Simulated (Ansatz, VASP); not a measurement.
## W2CF2 in two plane-wave programs

Aim: how closely do two programs agree when they are given the same cell, functional and k mesh? The structure shown is the start of the Ansatz relaxation below; VASP solves that cell, so the two are compared at the walk's first step.

Program: Ansatz 0.2.0. Level of theory: plane waves, with VASP 6.6.1 beside it; single point at PBE. Results are calculated unless marked as measured.

## Step 1: Set-up

The cell holds 10 atoms: 2 C, 4 W and 4 F. Its edges and angles: a = 2.847 Å, b = 4.932 Å, c = 35.652 Å, α = 90.0°, β = 90.0°, γ = 90.0°. It derives from W2CF2. Vacuum lies along c.

Structure file:

```cif
data_structure
_symmetry_space_group_name_H-M 'P 1'
_symmetry_Int_Tables_number 1
_cell_length_a 2.8473
_cell_length_b 4.9317
_cell_length_c 35.6516
_cell_angle_alpha 90.000
_cell_angle_beta 90.000
_cell_angle_gamma 90.000
_cell_volume 500.63
loop_
_atom_site_label
_atom_site_type_symbol
_atom_site_fract_x
_atom_site_fract_y
_atom_site_fract_z
_atom_site_occupancy
C1 C 0.50000 0.49711 0.28050 1
C2 C 0.00000 0.00289 0.28048 1
W3 W 0.00000 0.33639 0.32175 1
W4 W 0.50000 0.83028 0.31734 1
W5 W 0.50000 0.16361 0.23924 1
W6 W 0.00000 0.66972 0.24364 1
F7 F 0.50000 0.18028 0.36386 1
F8 F 0.00000 0.65306 0.36394 1
F9 F 0.00000 0.31972 0.19713 1
F10 F 0.50000 0.84694 0.19705 1
```

## Step 2: Ansatz: relaxation, PBE

Ansatz runs on its PAW soft_1 files.

The two programs are compared at the cell with which this relaxation starts, whose forces are those of its first step.

input.yaml

```yaml
crystal:
  lattice:
    - [2.8473259017, 0.0, 0.0]
    - [0.0, 4.9317131275, 0.0]
    - [0.0, 0.0, 35.6515995878]
  atoms:
    - { symbol: C, position: [0.5, 0.4971089107, 0.2805038981] }
    - { symbol: C, position: [0.0, 0.0028910893, 0.2804807487] }
    - { symbol: W, position: [0.0, 0.336385614, 0.3217493471] }
    - { symbol: W, position: [0.5, 0.8302810527, 0.3173416325] }
    - { symbol: W, position: [0.5, 0.163614386, 0.2392352997] }
    - { symbol: W, position: [1.0, 0.6697189473, 0.2436430143] }
    - { symbol: F, position: [0.5, 0.180276398, 0.3638575197] }
    - { symbol: F, position: [1.0, 0.6530569353, 0.363937245] }
    - { symbol: F, position: [0.0, 0.319723602, 0.1971271271] }
    - { symbol: F, position: [0.5, 0.8469430647, 0.1970474018] }
  periodic: [true, true, false]
kpoints:
  mp_grid: { grid: [12, 8, 1] }
hamiltonian:
  xc: pbe
  pseudopotentials: { kind: paw, azcp: { folder: soft_1 } }
scf:
  occupations: { method: methfessel_paxton, width: 0.2 }
output:
  forces: true
  stress: true
  eigenvalues: true
  write_density: true
  write_potential: true
  elf: true
  volumetric_format: npy
relax:
  adjacent_minimum: "off"
  f_tol: 0.002
  max_steps: 120
  cell: { stress_2d_tol: 0.005 }
```

Command:

```sh
ansatz run input.yaml --threads 4 --pin off --max-ram 16384MiB --backend cpu --events-out ev --progress --plain --runs-dir out
```

Numbers of over 12 decimals in the logs are rounded to 6 here.

Log:

```text
Engine: ansatz 0.2.0, aarch64-unknown-linux-gnu
Pseudopotentials: kind: paw
Pseudopotential: C, paw, valence charge 4, recommended cutoff 420 eV (normal), soft_1/C.paw.azcp
Pseudopotential: W, paw, valence charge 14, recommended cutoff 420 eV (normal), soft_1/W.paw.azcp
Pseudopotential: F, paw, valence charge 7, recommended cutoff 420 eV (normal), soft_1/F.paw.azcp
Functional definition: PBE
  parameter kappa = 0.804
  parameter beta = 0.066725
  exchange = pbe_x(kappa = kappa, mu = beta*pi^2/3)
  correlation = pbe_c(beta = beta)
Crystal: 10 atoms, lattice volume = 500.627 Å³
Basis set: ecut = 420 eV, 9847 PW (Γ), exchange–correlation on 40×72×480 points (8 copies of the dense FFT grid, shifted against one another)
Bands: 56, of which v1, the nominal top of the filled ones, is band 46 counted from 1 (45 counted from 0)
Symmetry: 4 space group operations
Space group: P21/m (ITA 11), of the structure as read, at distance tolerance 7.9e-5 Å
k-points: 35 of 96
Non-local potential: C, projectors of the file, l = 0: 2, l = 1: 2, l = 2: 1
Non-local potential: W, projectors of the file, l = 0: 3, l = 1: 2, l = 2: 2, l = 3: 1
Non-local potential: F, projectors of the file, l = 0: 2, l = 1: 2, l = 2: 1
PAW form: soft (Blöchl's): semilocal exchange-correlation on the pseudo side does not see the compensation charge
PAW one-centre angular grid: C, 110 points (default); XC on 64 Gauss nodes
PAW one-centre angular grid: W, 590 points (default); XC on 64 Gauss nodes
PAW one-centre angular grid: F, 110 points (default); XC on 64 Gauss nodes
Initial density: superposition of atomic densities (neutral atoms: chi_scale 0, normalization atom)
Initial wavefunctions: pseudopotential atomic-orbital guess
Functional: x = pbe(κ = 0.804, μ = 0.219515), c = pbe(β = 0.066725)
SCF iter   1: F=—  HF=-45281.591729 eV  |F-HF|=—  |Δ(HF+E_count)|=         —  Δρ=6.16e-2  dr2=2.91e1  ethr=3.10e-3  ⟨swp⟩=11.4  Hψ=13071  notcnv=0
preconditioner: auto → LDOS  [metal: Δε(μ)=0.041 eV  Ē_g=11.323 eV  σ=0.200 eV  W_gap=0.17  n_scr=60 (ndim 8)  ℏωp=12.9 eV  f_vac=0.758  D(μ)=3.85/eV (n_scr^D=12)  β→1.0]
SCF iter   2: F=—  HF=-45276.826527 eV  |F-HF|=—  |Δ(HF+E_count)|=    4.77e0  S|Δr|=    0.00e0  Δρ=4.46e-2  dr2=8.81e0  ethr=3.10e-3  ⟨swp⟩=5.6  Hψ=7165  notcnv=0  defer=93
SCF iter   3: F=—  HF=-45274.829744 eV  |F-HF|=—  |Δ(HF+E_count)|=    2.00e0  S|Δr|=    0.00e0  Δρ=8.42e-3  dr2=3.67e-1  ethr=3.10e-3  ⟨swp⟩=4.4  Hψ=5921  notcnv=0  defer=87
SCF iter   4: F=—  HF=-45274.725523 eV  |F-HF|=—  |Δ(HF+E_count)|=   1.04e-1  S|Δr|=    0.00e0  Δρ=1.33e-3  dr2=8.76e-3  ethr=3.99e-4  ⟨swp⟩=3.2  Hψ=4378  notcnv=0  defer=87
SCF iter   5: F=—  HF=-45274.729563 eV  |F-HF|=—  |Δ(HF+E_count)|=   4.04e-3  S|Δr|=    0.00e0  Δρ=4.75e-4  dr2=1.35e-3  ethr=9.52e-6  ⟨swp⟩=3.3  Hψ=4686  notcnv=0  defer=87
SCF iter   6: F=—  HF=-45274.729350 eV  |F-HF|=—  |Δ(HF+E_count)|=   2.12e-4  S|Δr|=    0.00e0  Δρ=1.67e-4  dr2=9.29e-5  ethr=1.47e-6  ⟨swp⟩=3.2  Hψ=4284  notcnv=0  defer=87
SCF iter   7: F=—  HF=-45274.729315 eV  |F-HF|=—  |Δ(HF+E_count)|=   3.56e-5  S|Δr|=    0.00e0  Δρ=5.24e-5  dr2=1.76e-5  ethr=1.01e-7  ⟨swp⟩=3.4  Hψ=4747  notcnv=0  defer=87
SCF iter   8: F=—  HF=-45274.729313 eV  |F-HF|=—  |Δ(HF+E_count)|=   1.43e-6  S|Δr|=    0.00e0  Δρ=1.49e-5  dr2=6.19e-7  ethr=1.92e-8  ⟨swp⟩=3.1  Hψ=4112  notcnv=0  defer=87
SCF iter   9: F=—  HF=-45274.729315 eV  |F-HF|=—  |Δ(HF+E_count)|=   1.16e-6  S|Δr|=    0.00e0  Δρ=4.24e-6  dr2=1.20e-7  ethr=1.09e-10  ⟨swp⟩=34.0  Hψ=28358  notcnv=0
SCF iter  10: F=-45274.729315 eV  HF=-45274.729315 eV  |F-HF|=1.03e-7  |Δ(HF+E_count)|=   1.72e-7  S|Δr|=    0.00e0  Δρ=8.83e-7  dr2=2.41e-9  ethr=1.09e-10  ⟨swp⟩=15.3  Hψ=20269  notcnv=0
SCF 1 converged in 10 iterations: F = -45274.729315 eV  dr2 = 2.41e-9
  greatest PAW one-centre occupation: 0.999 electrons in one spin orbital (limit 2), on the W atom at site 4 (counted from 0), in its partial waves of l = 0
relax step   1: F+E_penalty+E_count = -45274.72931482 eV  Δ(F+E_penalty+E_count) = +0.000e0 eV  max|allowed force component| = 4.973e-1 eV/Å  Δτ_max = 0.0000 Å  P = +0.882 N/m  Ω = 500.627 Å³  fix = [c, alpha, beta]  reactions: c +0.000 N/m; alpha +0.000 N/m/rad  (10 SCF iters, dr2 threshold 1.00e-7 eV, accepted)
Crystal: 10 atoms, lattice volume = 500.696 Å³
Basis set: ecut = 420 eV, 9835 PW (Γ), exchange–correlation on 40×72×480 points (8 copies of the dense FFT grid, shifted against one another)
Initial density: handed on by an earlier stage of this run
Initial wavefunctions: those handed on with the density
iter 1 solved again at ethr=1.65e-4 eV; its pass at ethr=3.10e-3 eV (dr2=1.52e-1 eV) is discarded
SCF iter   1: F=—  HF=-45274.836897 eV  |F-HF|=—  |Δ(HF+E_count)|=         —  Δρ=4.93e-3  dr2=1.53e-1  ethr=1.65e-4  ⟨swp⟩=2.9  Hψ=12436  notcnv=0
[...]
SCF iter   5: F=—  HF=-45276.508529 eV  |F-HF|=—  |Δ(HF+E_count)|=   1.01e-8  S|Δr|=    0.00e0  Δρ=8.86e-8  dr2=5.48e-11  ethr=7.86e-13 (applied; sched 1.00e-12)  ⟨swp⟩=2.3  Hψ=3279  notcnv=0
SCF iter   6: F=—  HF=-45276.508529 eV  |F-HF|=—  |Δ(HF+E_count)|=   1.12e-8  S|Δr|=    0.00e0  Δρ=2.62e-8  dr2=2.93e-12  ethr=5.96e-14 (applied; sched 1.00e-12)  ⟨swp⟩=4.3  Hψ=5185  notcnv=0
SCF iter   7: F=-45276.508529 eV  HF=-45276.508529 eV  |F-HF|=1.89e-10  |Δ(HF+E_count)|=   3.27e-9  S|Δr|=    0.00e0  Δρ=7.20e-9  dr2=1.90e-13  ethr=1.00e-12  ⟨swp⟩=10.2  Hψ=13840  notcnv=0
SCF 38 converged in 7 iterations: F = -45276.508529 eV  dr2 = 1.90e-13
relax step  38: F+E_penalty+E_count = -45276.50852878 eV  Δ(F+E_penalty+E_count) = -1.286e-5 eV  max|allowed force component| = 3.958e-4 eV/Å  Δτ_max = 0.0000 Å  P = +0.001 N/m  Ω = 587.128 Å³  fix = [c, alpha, beta]  reactions: c +0.000 N/m; alpha +0.000 N/m/rad  stress off target by 1.44e-3 N/m on what of the cell is left free  SCF on the basis re-selected at this cell (its energy is not comparable with the rows above)  (7 SCF iters)
basis re-selected at this cell: Δ(F+E_penalty+E_count) = -1.286e-5 eV, ΔP = +0.000 N/m vs the last step (what re-selecting the basis moved, of the pressure what is left beyond the Pulay correction that the steps carried, after the strain that the cell walked since its last selection, with what the two solves' SCF thresholds leave and, on support functions, any second-order correction that the steps lacked; it is no m [...]
WARN: The output density's exchange-correlation potential varies sharply where the density is thin. Do not read a vacuum level from v_tot or v_xc, or from such a field of the output density. On a cell that repeats whose density bears no net charge and no dipole along the vacuum's axis use v_es (v_loc + v_h of the components); under efield.dipole_correction with no amplitude use v_es + v_field, which holds any externa [...]
SCF converged after 7 iterations
Stability not checked: this state was not tested for a lower state beside it, because cold or Methfessel-Paxton smearing, or corrected tetrahedra, fill the levels in a way that the test cannot read (fill_not_monotonic; see scf.lower_state_search)
Free energy (F): -45276.508529 eV
Harris-Foulkes:  -45276.508529 eV  (|F-HF|=1.89e-10)
Internal energy: -45276.521001 eV  (E = F + TS)
E sigma→0 (E₀):  -45276.511647 eV
Entropy (-TS):   0.012472 eV (1.247 meV/atom)
Fermi energy:    -5.327651 eV
--- Per-component energies (eV) ---
  E_band       = -2541.010113
  E_kinetic    = 2648.456985
  E_local      = -323620.269040  (includes V_loc(G=0)·N_el)
  E_nonlocal   = 294.271805
  E_hartree    = 160260.751358
  E_xc         = -1469.955179
  E_vxc        = -1432.751560  (∫ρ·V_xc dr)
  E_paw        = -35328.484275  (= ΣΔE_a)
  E_vpaw       = -952.224329  (= ΣTr[D̂ρ^β])
  E_aug_tail   = 0.003323  (compensation charges beyond the density's cutoff)
  E_ewald      = 151938.704022
  E_smearing   = 0.012472  (= −TS)
  E_closure    = -0.000000  (closes the sum)
  Σ components = -45276.508529   (vs F -45276.508529, Δ=0.00e0)
--- Forces (eV/Å), atoms counted from 1 ---
  atom   1  C      0.00000000     0.00024736     0.00000497
  atom   2  C      0.00000000    -0.00024736    -0.00000497
  atom   3  W      0.00000000    -0.00007784    -0.00004156
  atom   4  W      0.00000000     0.00020121    -0.00039580
  atom   5  W      0.00000000     0.00007784     0.00004156
  atom   6  W      0.00000000    -0.00020121     0.00039580
  atom   7  F      0.00000000     0.00001985     0.00006290
  atom   8  F      0.00000000    -0.00010886     0.00012647
  atom   9  F      0.00000000    -0.00001985    -0.00006290
  atom  10  F      0.00000000     0.00010886    -0.00012647
  max |Σ_I F_I| component: 4.07e-20 eV/Å
--- 2D stress c σ (N/m, compression-positive) ---
       -0.000157       0.000000       0.000000
        0.000000       0.001435      -0.000000
        0.000000      -0.000000       0.000000
  P = ½ c Tr σ = 0.0006 N/m
--- Band table (eV; the first three rows and the last of 35) ---
  k-point 0: bands = [... 42 lower, -6.9963, -6.4967, -6.4477, -6.4394, -5.6932, -5.6639, -4.4458, -3.9039, ... 6 higher]
  k-point 1: bands = [... 42 lower, -7.0342, -6.4671, -6.4427, -6.3217, -6.0846, -5.1562, -4.6155, -4.0870, ... 6 higher]
  k-point 2: bands = [... 42 lower, -7.1742, -6.4902, -6.4370, -6.3449, -5.7860, -4.9556, -4.8006, -4.3884, ... 6 higher]
  k-point 34: bands = [... 42 lower, -6.1788, -6.1788, -5.1022, -5.1022, -4.1507, -4.1507, -3.0654, -3.0654, ... 6 higher]
--- Relaxed structure (34 steps of the walk, 31 accepted, 4 SCFs on fresh bases) ---
  F+E_penalty+E_count = -45276.50852878 eV   max|allowed force component| = 3.958e-4 eV/Å   (the final SCF, on the basis selected at the relaxed cell)
  cell:  # Å, volume = 587.1280 Å³
    - [2.837095, 0.0, 0.0]
    - [0.0, 5.804702, 0]
    - [0.0, 0, 35.6515995878]
  atoms:
    - { symbol: C, position: [0.5, 0.468413, 0.288760] }
    - { symbol: C, position: [0, 0.031587, 0.272225] }
    - { symbol: W, position: [0, 0.269440, 0.319138] }
    - { symbol: W, position: [0.5, 0.854550, 0.306911] }
    - { symbol: W, position: [0.5, 0.230560, 0.241847] }
    - { symbol: W, position: [1.0, 0.645450, 0.254074] }
    - { symbol: F, position: [0.5, 0.295992, 0.362632] }
    - { symbol: F, position: [1.0, 0.711045, 0.347413] }
    - { symbol: F, position: [0, 0.204008, 0.198352] }
    - { symbol: F, position: [0.5, 0.788955, 0.213572] }
```

[end of part 1 of 2]

[Lines on the potential files, build, host, timing and source positions are cut from VASP's logs without a mark.]

[Logs are printed without paths, hosts, clocks, repeated set-up lines and the standing remarks that a program may print on its own settings, such as how far it seeks lower states.]

[Hosts, paths, dates, database ids (printed as entryN), source tags and the programs' standing remarks are cut or masked in the printed files.]
